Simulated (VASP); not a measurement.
```xyz
2
Lattice="0.0000 2.3840 2.3840 2.3840 0.0000 2.3840 2.3840 2.3840 0.0000" Properties=species:S:1:pos:R:3 pbc="T T T"
Cd     0.0000     0.0000     0.0000
O      2.3840     2.3840     2.3840
```

Method: modified Becke-Johnson potential (mBJ) with spin-orbit coupling, VASP's PBE PAW potentials (set 64) (plane waves; VASP). Run with 450 eV cut-off, 8×8×8 Γ-centred mesh, Gaussian smearing of 0.050 eV, potentials Cd O.

mBJ is a potential without an energy functional, so only the levels count.

Task: Give the energies of bands 7 to 20 at the high-symmetry points, in eV from the valence-band maximum.

Result: 
| band | Γ | X | U | L | W |
|---|---|---|---|---|---|
| 7 | -6.05 | -5.91 | -6.20 | -6.67 | -6.22 |
| 8 | -6.05 | -5.91 | -6.20 | -6.67 | -6.22 |
| 9 | -5.93 | -5.56 | -5.79 | -5.88 | -5.88 |
| 10 | -5.93 | -5.56 | -5.79 | -5.88 | -5.88 |
| 11 | -5.93 | -5.44 | -5.64 | -5.83 | -5.49 |
| 12 | -5.93 | -5.44 | -5.64 | -5.83 | -5.49 |
| 13 | -1.15 | -3.48 | -2.81 | -3.23 | -2.49 |
| 14 | -1.15 | -3.48 | -2.81 | -3.23 | -2.49 |
| 15 | -1.10 | -1.93 | -2.33 | -0.03 | -2.47 |
| 16 | -1.10 | -1.93 | -2.33 | -0.03 | -2.47 |
| 17 | -1.10 | -1.87 | -1.05 | 0.00 | -1.42 |
| 18 | -1.10 | -1.87 | -1.05 | 0.00 | -1.42 |
| 19 | 1.31 | 5.84 | 7.21 | 6.31 | 7.65 |
| 20 | 1.31 | 5.84 | 7.21 | 6.31 | 7.65 |

The gap is indirect, 1.31 eV, from the valence maximum at L to the conduction minimum at Γ.

The compound is CdO in the rock salt structure. It was relaxed first. The cell's shape comes from a PBE relaxation.
